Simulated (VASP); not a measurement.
Computed with TPSS meta-GGA, VASP's PBE PAW potentials (set 64) (plane waves; VASP).

The input files of a VASP run:

### POSCAR
```
Eu
1
   -2.2001305595     2.2001305595     2.2001305595
    2.2001305595    -2.2001305595     2.2001305595
    2.2001305595     2.2001305595    -2.2001305595
Eu
1
Direct
  0.0000000000   0.0000000000   0.0000000000
```

INCAR:
```
ALGO = Normal
EDIFF = 1E-7
ENCUT = 520
ISIF = 2
ISMEAR = -5
LASPH = .True.
LCHARG = .False.
LMAXMIX = 6
LMIXTAU = .True.
LORBIT = 11
LREAL = .False.
LWAVE = .False.
METAGGA = TPSS
NEDOS = 601
NELM = 100
PREC = Accurate
SYSTEM = Eu
```

### KPOINTS
```
Automatic mesh
0
Gamma
13 13 13
0 0 0
```

**KPOINTS_OPT**
```
k-points along high-symmetry lines
10
Line-mode
Reciprocal
  0.000000   0.000000   0.000000 ! GAMMA
  0.500000  -0.500000   0.500000 ! H

  0.500000  -0.500000   0.500000 ! H
  0.000000  -0.000000   0.500000 ! N

  0.000000  -0.000000   0.500000 ! N
  0.000000   0.000000   0.000000 ! GAMMA

  0.000000   0.000000   0.000000 ! GAMMA
  0.250000   0.250000   0.250000 ! P

  0.250000   0.250000   0.250000 ! P
  0.500000  -0.500000   0.500000 ! H

  0.250000   0.250000   0.250000 ! P
  0.000000  -0.000000   0.500000 ! N
```

POTCAR, in this order: Eu_2 (PBE.64 set). Program: vasp_std.

The 4f electrons are frozen in the core of the lanthanide potential, so 4f levels, which can set the real gap, and their magnetism are missing.

Problem. What does the run give for the energy per atom (σ→0), band gap (over mesh and band path)?

Solution. 
| Item | Result |
|---|---|
| energy per atom (σ→0) | -6.539 eV/atom |
| band gap (over mesh and band path) | none (metal, semimetal or under 0.01 eV) |

### OSZICAR
```
...
DAV:  14    -0.653927776017E+01   -0.14287E-04   -0.26574E-06  2080   0.149E-02    0.158E-03
DAV:  15    -0.653927863095E+01   -0.87078E-06   -0.19648E-07  1752   0.522E-03    0.468E-03
DAV:  16    -0.653927898048E+01   -0.34954E-06   -0.35846E-07  2136   0.587E-03    0.337E-03
DAV:  17    -0.653927922141E+01   -0.24092E-06   -0.23412E-08   856   0.249E-03    0.131E-03
DAV:  18    -0.653927911985E+01    0.10156E-06   -0.17489E-08   752   0.189E-03    0.456E-04
DAV:  19    -0.653927920279E+01   -0.82941E-07   -0.55206E-09   760   0.141E-03
   1 F= -.65392792E+01 E0= -.65392792E+01  d E =0.000000E+00
       N       E                     dE             ncg
```

The compound is Eu in the bcc structure. It was relaxed first, which changed the volume by -11 %.
